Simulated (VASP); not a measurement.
Wanted: the native input for a VASP 6.6.1 run.

| Quantity | Value |
| --- | --- |
| Task | relaxation of cell and atoms |
| Functional | PBEsol |
| Potentials or basis | VASP PAW PBE potentials, release 64 (As) |
| Cutoff | 600 eV |
| k mesh | 9 × 9 × 1 |
| Occupations | gaussian, width 0.03 eV |
| Spin | no spin polarisation |
| Further INCAR settings | ALGO = Normal; EDIFF = 1e-06; IBRION = 2; EDIFFG = -0.01; NSW = 90; ISIF = 3 |

The structure of As lies in POSCAR:

```
As
1.0
    3.7615938000      0.0000000000      0.0000000000
   -1.8807969000      3.2576357900      0.0000000000
    0.0000000000      0.0000000000     19.2510060700
As
2
Direct
    0.3333333300      0.6666666700      0.4675080300
    0.6666666700      0.3333333300      0.5324919700
```

The input as run:

INCAR

```
SYSTEM = As
ALGO     = Normal         ! electronic algorithm
EDIFF    = 1E-6           ! SCF threshold, eV
EDIFFG   = -0.01          ! ionic threshold
ENCUT    = 600            ! plane-wave cutoff, eV
GGA      = PS             ! functional
IBRION   = 2              ! ionic algorithm
ISIF     = 3              ! what is computed and relaxed
ISMEAR   = 0              ! smearing method
LASPH    = .TRUE.         ! aspherical terms in the spheres
LATTICE_CONSTRAINTS= .TRUE. .TRUE. .FALSE.
LCHARG   = .FALSE.        ! write CHGCAR
LREAL    = .FALSE.        ! projectors in reciprocal space
LWAVE    = .FALSE.        ! write WAVECAR
NELM     = 80             ! most SCF steps
NSW      = 90             ! ionic steps
PREC     = Accurate       ! precision mode
SIGMA    = 0.03           ! smearing width, eV
```

KPOINTS

```
k-points
0
G
  9 9 1
  0 0 0
```

Potentials or basis: VASP PAW PBE potentials, release 64 (As).

The run is started by

```sh
$ cat potpaw_PBE.64/As/POTCAR > POTCAR
$ mpirun -np 1 vasp_std > vasp.out
```

Results of the run:

```json
{"Relaxed volume": "104.94 Å³/atom", "Relaxed cell": "a = 3.548 Å, b = 3.548 Å, c = 19.251 Å, α = 90.00°, β = 90.00°, γ = 120.00°", "Space group after relaxing (to 0.05 Å)": "P-3m1 (No. 164)", "Energy gained by relaxing": "93.4 meV/atom", "Ionic steps": "6", "Largest force after relaxing": "0.005 eV/Å", "Band gap on the k mesh": "1.46 eV, indirect (least direct gap 2.05 eV)"}
```

Caveat: the PAW data sets were made with another functional, which shifts forces and pressure a little; the volume moved by -11 % from the deposited cell, more than functionals usually miss.

Run time: 100 s on 1 thread of Intel(R) Xeon(R) 6975P-C (Granite Rapids) (shared host), peak memory 0.38 GiB.
